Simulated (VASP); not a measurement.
## HfS2: stress against strain

HfS2 (1T layered, P-3m1, 21.963 Å³/atom and stress up to 0.11 GPa in the relaxed cell, c along z) under a strain ε along c (axis z), the other axes held. PBEsol in VASP (plane waves, PAW), 480 eV, 10×10×6 Γ-centred mesh, Gaussian smearing 0.05 eV; ions are relaxed, or left where forces stay under 0.02 eV/Å, within the symmetry of each cell. Stress is positive for a compressed cell.

Here s stands for strain and y for stress zz.

| strain (%) | stress zz (GPa) |
|---|---|
| -1.50 | 0.43 |
| -1.00 | 0.29 |
| -0.50 | 0.17 |
| 0.00 | 0.11 |
| 0.50 | -0.05 |
| 1.00 | -0.14 |
| 1.50 | -0.21 |
| 3.00 | ? |

The 7 complete rows are fitted with a straight line, y against s. Means: s 0, y 0.086. About the means, the sum of products is -1.5000 and the sum of squares of s is 7.0000; the slope is their ratio. Least squares gives y = 0.086 - 0.2143·s. Residuals (row less fit): 0.023, -0.010, -0.023, 0.024, -0.029, -0.012, 0.025; standard error 0.026 (degrees of freedom: 5). The slope gives the elastic constant C33 = 21.4 ± 1.0 GPa (± standard error of the fit, which holds the terms cut off).

Problem. What does the fit predict for y at s = 3.00, and how far is the calculated value from it?

Solution. y = 0.086 - 0.2143 × 3.0 = -0.557 GPa. The calculation gives -0.38 GPa, 0.177 GPa above the prediction (21.9 % of the range of y in the table). The row lies outside the fitted rows, so this is an extrapolation. From the scatter of the fitted rows alone, a prediction at this place has a standard error of 0.040 GPa, so the miss is 4.4 times that.

A polynomial of degree 2 through the 12 other runs of the series gives -0.36 there, so most of the miss is curvature that the fit leaves out. For HfS2: without a dispersion term in the relaxation, distances and binding between the weakly bound layers, chains or molecules are unreliable, and so is what depends on them. Rows are the converged runs of the series near zero and its far end, less any whose ions stayed unrelaxed beside relaxed ones; series whose fitted rows scatter by over a few per cent of the range, as at a crossing or softening among them, aren't shown in this form. Most that stay on the fit to the last digits aren't either.
